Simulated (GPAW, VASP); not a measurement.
An input for GPAW (PBEsol, GPAW PAW datasets PBEsol (made by gpaw-setup)):

```
from ase import Atoms
from ase.units import GPa
from gpaw import GPAW

atoms = Atoms(['Y', 'Ti', 'Ti', 'Ga', 'Ga', 'Ga', 'Ga'],
              cell=[[-3.392924, 3.392924, 2.740456],
                    [3.392924, -3.392924, 2.740456],
                    [3.392924, 3.392924, -2.740456]],
              scaled_positions=[[0.000000, 0.000000, 0.000000],
                                [0.750000, 0.250000, 0.500000],
                                [0.250000, 0.750000, 0.500000],
                                [0.303490, 0.696510, 0.000000],
                                [0.696510, 0.303490, 0.000000],
                                [0.696510, 0.696510, 0.393020],
                                [0.303490, 0.303490, 0.606980]],
              pbc=True)

calc = GPAW(mode={'name': 'pw', 'ecut': 850},
            xc='PBEsol',
            kpts=(5, 5, 5),
            occupations={'name': 'methfessel-paxton', 'width': 0.136, 'order': 0},
            nbands=-13,
            convergence={'density': 1e-05},
            symmetry={'symmorphic': False, 'tolerance': 0.0005},
            maxiter=120)

atoms.calc = calc

energy = atoms.get_potential_energy()
print('Energy (eV):', round(energy, 6))
forces = atoms.get_forces()
print('Forces (eV/Ang):')
print(forces.round(5))
stress = atoms.get_stress()
print('Stress (GPa, Voigt):', (stress / GPa).round(4))
```

Task: Translate it to VASP.

Result: One set of files that does it:

File KPOINTS:
```
Automatic mesh
0
Gamma
5 5 5
0 0 0
```

**POSCAR**
```
Y(TiGa2)2
1
   -3.3929240000     3.3929240000     2.7404560000
    3.3929240000    -3.3929240000     2.7404560000
    3.3929240000     3.3929240000    -2.7404560000
Y Ti Ga
1 2 4
Direct
  0.0000000000   0.0000000000   0.0000000000
  0.7500000000   0.2500000000   0.5000000000
  0.2500000000   0.7500000000   0.5000000000
  0.3034900000   0.6965100000   0.0000000000
  0.6965100000   0.3034900000   0.0000000000
  0.6965100000   0.6965100000   0.3930200000
  0.3034900000   0.3034900000   0.6069800000
```

**INCAR**
```
ALGO  =  Normal
EDIFF  =  1E-6
ENCUT  =  300
GGA  =  PS
ISIF  =  2
ISMEAR  =  0
LASPH  =  T
LCHARG  =  F
LMAXMIX  =  4
LREAL  =  F
LWAVE  =  F
NELM  =  100
PREC  =  Accurate
SIGMA  =  0.136
SYSTEM  =  Y(TiGa2)2
```

POTCAR, in this order: Y_sv Ti_sv Ga_d (PBE.64 set). Program: vasp_std.

Both are inputs of real runs that ended normally. What can't carry over is the choice of potentials or basis and its cut-off, and each code's defaults.

The structure comes from a computed database's Ga4Ti2Y entry (I4/mmm); how it stands against other phases isn't given here. The cell was not relaxed at this level, and it may have been scaled.
